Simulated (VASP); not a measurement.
# Band gap of Ga2O3 at several levels of theory, part 3 of 3

How does the band gap of Ga2O3 depend on the functional? The starting structure is a measured crystal structure from the Crystallography Open Database. The atoms were first relaxed with LDA in that cell, in a run that isn't shown, and the relaxed structure is the one below. Meshes and data sets differ where the inputs say so.

VASP 6.6.1.

Results so far: LDA 2.325 eV; PBE 2.411 eV; r2SCAN 3.064 eV; TB-mBJ 4.634 eV; LDA + spin-orbit coupling 2.331 eV.

## (8) Bands with TB-mBJ + spin-orbit coupling

Level of this step: TB-mBJ, spin-orbit coupling; plane waves and PAW (Ga_d, O) (VASP).

This run uses a 6×4×6 mesh.

INCAR reads:

```
SYSTEM = Ga2O3
PREC = Accurate
ENCUT = 460
EDIFF = 1E-06
NELM = 150
ISMEAR = 0
SIGMA = 0.03
LREAL = .FALSE.
ALGO = Normal
METAGGA = MBJ
LASPH = .TRUE.
LNONCOLLINEAR = .TRUE.
MAGMOM = 0 0 0 0 0 0 0 0 0 0 0 0 0 0 0 0 0 0 0 0 0 0 0 0 0 0 0 0 0 0
NBANDS = 108
GGA_COMPAT = .FALSE.
LSORBIT = .TRUE.
LORBIT = 11
LWAVE = .FALSE.
LCHARG = .FALSE.
KPAR = 16
```

POSCAR reads:

```
Ga2O3
1.0
    0.0000000000      3.0371000000      0.0000000000
   -1.3859888959      0.0000000000      5.6300087380
    6.1070000000     -1.5185500000      0.0000000000
Ga O
4 6
Direct
    0.3413603849      0.6854510071      0.6827207697
    0.6586396151      0.3145489929      0.3172792303
    0.9093497896      0.2052141539      0.8186995792
    0.0906502104      0.7947858461      0.1813004208
    0.5037887308      0.7433860536      0.0075774615
    0.4962112692      0.2566139464      0.9924225385
    0.8265626630      0.4372419755      0.6531253260
    0.1734373370      0.5627580245      0.3468746740
    0.8355588976      0.8902747405      0.6711177952
    0.1644411024      0.1097252595      0.3288822048
```

KPOINTS reads:

```
Automatic mesh
0
Gamma
6 4 6
0 0 0
```

KPOINTS_OPT reads:

```
Line mode
8
Line-mode
Reciprocal
  0.50000000   0.00000000   0.00000000 X
  0.00000000   0.00000000   0.00000000 GAMMA

  0.00000000   0.00000000   0.00000000 GAMMA
  0.00000000  -0.50000000   0.00000000 Y

  0.50000000  -0.50000000   0.00000000 L
  0.00000000   0.00000000   0.00000000 GAMMA

  0.00000000   0.00000000   0.00000000 GAMMA
  0.00000000   0.50000000  -0.50000000 Z

  0.50000000   0.50000000  -0.50000000 N
  0.00000000   0.00000000   0.00000000 GAMMA

  0.00000000   0.00000000   0.00000000 GAMMA
  0.00000000   0.00000000  -0.50000000 M

  0.50000000   0.00000000  -0.50000000 R
  0.00000000   0.00000000   0.00000000 GAMMA
```

Potentials, in the order of the species: Ga_d and O (PBE family, release 64).

Started as:

```bash
$ mpirun -np 16 vasp_ncl
```

The program printed:

```text
[... set-up lines as in an earlier step ...]
 entering main loop
       N       E                     dE             d eps       ncg     rms          rms(c)
DAV:   1     0.194198982867E+04    0.19420E+04   -0.31927E+04 11444   0.272E+03
DAV:   2     0.830803397716E+03   -0.11112E+04   -0.10223E+04 10184   0.820E+02
DAV:   3     0.476010137622E+03   -0.35479E+03   -0.33532E+03 12980   0.300E+02
DAV:   4     0.436846722282E+03   -0.39163E+02   -0.38532E+02 12148   0.110E+02
[...]
DAV:  36     0.453559852660E+03   -0.14697E-05   -0.13556E-10  5392   0.770E-05    0.678E-06
DAV:  37     0.453559856406E+03    0.37458E-05   -0.32234E-11  5376   0.104E-04    0.925E-06
DAV:  38     0.453559856974E+03    0.56788E-06   -0.50440E-11  5364   0.612E-05
   1 F= 0.45355986E+03 E0= 0.45355986E+03  d E =-.139713E-17  mag=     0.0000     0.0000    -0.0000
 Start KPOINTS_OPT (optional k-point list driver)
k-point batch [1-47\56]
       N       E                     dE             ncg
DAV:   1     0.551041922744E+05    0.91081E+04    11800
DAV:   2    -0.676167835466E+01   -0.55111E+05    10192
DAV:   3    -0.160014605259E+05   -0.15995E+05    13228
DAV:   4    -0.174508641917E+05   -0.14494E+04    11780
[...]
DAV:   8    -0.175283192084E+05   -0.57567E-03    12328
DAV:   9    -0.175283192266E+05   -0.18128E-04    10800
DAV:  10    -0.175283192274E+05   -0.82952E-06     7008
k-point batch [48-56\56]
       N       E                     dE             ncg
DAV:   1     0.444137159702E+05   -0.20278E+04     2300
DAV:   2     0.339796772781E+05   -0.10434E+05     1952
DAV:   3     0.309355822052E+05   -0.30441E+04     2528
DAV:   4     0.306592929518E+05   -0.27629E+03     2224
[...]
DAV:   8     0.306436629586E+05   -0.11939E-03     2376
DAV:   9     0.306436629547E+05   -0.38559E-05     2032
DAV:  10     0.306436629546E+05   -0.16265E-06     1336
```

The job ended after 19 min (16 MPI ranks of AMD EPYC 7R43, shared host; peak memory 20 GiB; 4.9 h of CPU time).

Parts of OUTCAR (step 8):

```text
  Total     -525.2921644   -530.4651622   -526.7766330      0.0000000      0.0000000     -0.5778835
  in kB    -8059.6359315  -8139.0060069  -8082.4123544      0.0000000      0.0000000     -8.8665519
  external PRESSURE =   -8093.6847643 kB  Pullay stress =       0.0000000 kB

 POSITION                                       TOTAL-FORCE (eV/Angst)
 -----------------------------------------------------------------------------------
      3.21935      0.00000      3.85910        -0.431197     -0.000000      2.259865
      1.50166      1.51855      1.77091         0.431197      0.000000     -2.259865
      4.71537      1.51855      1.15536         1.578674      0.000000     -0.431443
      0.00564      0.00000      4.47465        -1.578674     -0.000000      0.431443
     -0.98405      1.51855      4.18527        -0.819566     -0.000000     -0.343746
      5.70506     -0.00000      1.44474         0.819566      0.000000      0.343746
      3.38262      1.51855      2.46168        -0.117720     -0.000000      0.462156
      1.33839      0.00000      3.16833         0.117720     -0.000000     -0.462156
      2.86461      1.51855      5.01225        -1.044599     -0.000000     -0.332343
      1.85641     -0.00000      0.61775         1.044599      0.000000      0.332343
 -----------------------------------------------------------------------------------
    total drift:                                0.000000      0.000000     -0.000000

  FREE ENERGIE OF THE ION-ELECTRON SYSTEM (eV)
  ---------------------------------------------------
  free  energy   TOTEN  =       453.5598569735 eV

  energy  without entropy=      453.5598569735  energy(sigma->0) =      453.55985697

 magnetization (y)
# of ion       s       p       d       tot
------------------------------------------
    1        0.000   0.000   0.000   0.000
    2        0.000   0.000   0.000   0.000
    3       -0.000  -0.000  -0.000  -0.000
    4       -0.000  -0.000  -0.000  -0.000
    5        0.000   0.000   0.000   0.000
    6        0.000   0.000   0.000   0.000
    7        0.000  -0.000   0.000   0.000
    8        0.000  -0.000   0.000   0.000
    9        0.000   0.000   0.000   0.000
   10        0.000   0.000   0.000   0.000
--------------------------------------------------
tot         -0.000   0.000   0.000   0.000

[... 4 parts as in an earlier step ...]

[... 1 further part left out ...]
[key lines of the parts left out:]
E-fermi :   4.7426
```

TB-mBJ + spin-orbit coupling gives a least gap of 4.642 eV, and a least direct gap of 4.672 eV. The least gap is +0.008 eV from that of TB-mBJ, on another mesh, which alone can move a gap by some hundredths of an eV.

## (9) All runs side by side

```csv
level,ended,gap (eV),least direct gap (eV),mesh,core minutes
LDA,converged,2.325,2.349,8×4×8,43.8
PBE,converged,2.411,2.434,8×4×8,45.1
r2SCAN,converged,3.064,3.089,8×4×8,102.0
TB-mBJ,converged,4.634,4.672,8×4×8,93.6
LDA + spin-orbit coupling,converged,2.331,2.349,6×4×6,172.0
r2SCAN + spin-orbit coupling,cut off by time,-,-,6×4×6,497.0
TB-mBJ + spin-orbit coupling,converged,4.642,4.672,6×4×6,297.0
```

Core minutes are wall time times ranks of the run shown, on a shared host.

## (10) Results

| Item | Value |
| --- | --- |
| gap, LDA | 2.325 eV |
| gap, PBE | 2.411 eV |
| gap, r2SCAN | 3.064 eV |
| gap, TB-mBJ | 4.634 eV |
| gap, LDA + spin-orbit coupling | 2.331 eV |
| gap, TB-mBJ + spin-orbit coupling | 4.642 eV |

Without spin-orbit coupling the gap of Ga2O3 runs from 2.325 eV (LDA) to 4.634 eV (TB-mBJ). Spin-orbit coupling changes the LDA gap by +0.006 eV, on another mesh, which alone can move a gap by some hundredths of an eV. Spin-orbit coupling changes the TB-mBJ gap by +0.008 eV, on another mesh, which alone can move a gap by some hundredths of an eV. These are gaps between Kohn-Sham or generalised Kohn-Sham levels of a static lattice, without excitons or temperature. No result to use came from r2SCAN + spin-orbit coupling. Further runs on this material are not shown.

[Lines on the potential files, build, host, timing and source positions are cut from VASP's logs without a mark.]

[Logs are printed without paths, hosts, clocks, repeated set-up lines and the standing remarks that a program may print on its own settings, such as how far it seeks lower states.]

[Hosts, paths, dates, database ids (printed as entryN), source tags and the programs' standing remarks are cut or masked in the printed files.]
